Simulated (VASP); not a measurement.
An input for Ansatz (written as the equivalent of a VASP run, and not itself run):

Ansatz 0.2 input:
```yaml
crystal:
  lattice:
    - [0.0000000, 2.6869585, 2.6869585]
    - [2.6869585, 0.0000000, 2.6869585]
    - [2.6869585, 2.6869585, 0.0000000]
  atoms:
    - { symbol: In, position: [1.0000000, 1.0000000, 1.0000000] }
    - { symbol: P, position: [0.2500000, 0.2500000, 0.2500000] }
kpoints:
  mp_grid: { grid: [9, 9, 9] }
hamiltonian:
  xc: lda
  pseudopotentials: { kind: paw }
scf:
  occupations: { method: gaussian, width: 0.05 }
  max_iter: 100
relax:
  max_steps: 40
  f_tol: 0.02
  cell: { p_target: 30 }
output: { forces: true, stress: true, eigenvalues: true }
```

Problem. Translate this input to VASP (INCAR, KPOINTS, POSCAR, choice of POTCAR).

Solution. One answer among several that fit: 
KPOINTS:
```
Automatic mesh
0
Gamma
9 9 9
0 0 0
```

POSCAR:
```
InP
1
   -0.0000000000     2.6869584824     2.6869584824
    2.6869584824     0.0000000000     2.6869584824
    2.6869584824     2.6869584824     0.0000000000
In P
1 1
Direct
  1.0000000000   1.0000000000   1.0000000000
  0.2500000000   0.2500000000   0.2500000000
```

INCAR:
```
SYSTEM  =  InP
PREC  =  Accurate; ENCUT  =  500; LREAL  =  .FALSE.
LASPH  =  .TRUE.
EDIFF  =  1E-6; NELM  =  100; ALGO  =  Normal
LMAXMIX  =  4
ISMEAR  =  0; SIGMA  =  0.05
IBRION  =  2; NSW  =  40; ISIF  =  3
EDIFFG  =  -0.02; PSTRESS  =  300
LWAVE  =  .FALSE.; LCHARG  =  .FALSE.
```

POTCAR, in this order: In_d P (LDA.64 set). Program: vasp_std.

The two are equivalent in intent, not identical: each code has its own PAW files, so the cut-off isn't converted (ENCUT is set for VASP's; basis.ecutwfc is left out, and Ansatz then takes the one that its files recommend); Ansatz stops its SCF on the density residual and VASP on the energy change (EDIFF); Ansatz's lda is the Perdew-Wang form, while the LDA potentials of VASP carry Perdew-Zunger's.

The compound is InP in the zinc blende structure. It was relaxed first under an external pressure of 30 GPa.
